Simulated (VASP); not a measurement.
Given:

```xyz
4
Lattice="2.8576 0.0000 0.0000 -1.4288 2.4747 0.0000 0.0000 0.0000 4.6979" Properties=species:S:1:pos:R:3 pbc="T T T"
Si     0.0000     0.0000     0.0000
Si     0.0000     0.0000     2.3489
C      0.0000     1.6498     1.1745
C      1.4288     0.8249     3.5234
```

Level of theory: r2SCAN meta-GGA, VASP's PBE PAW potentials (set 64) (plane waves; VASP 6.6.1). Numerical set-up: 520 eV cut-off, 14×14×7 Γ-centred mesh, tetrahedra with Blöchl corrections, potentials Si C.

The cores are frozen, which limits the accuracy of field gradients.

Question: Give the principal components of the electric field gradient (V/Å²) and the asymmetry η at each nucleus.

Answer: 
```
atom   Vxx   Vyy   Vzz     η
----  ----  ----  ----  ----
Si1    2.3   2.3  -4.6  0.00
Si2    2.3   2.3  -4.6  0.00
C3    -2.0  -2.0   3.9  0.00
C4    -2.0  -2.0   3.9  0.00
```

The structure was generated: SiC was put into the NiAs type (P6_3/mmc), which need not be its known phase. It was relaxed first, which changed the volume by -32 %.
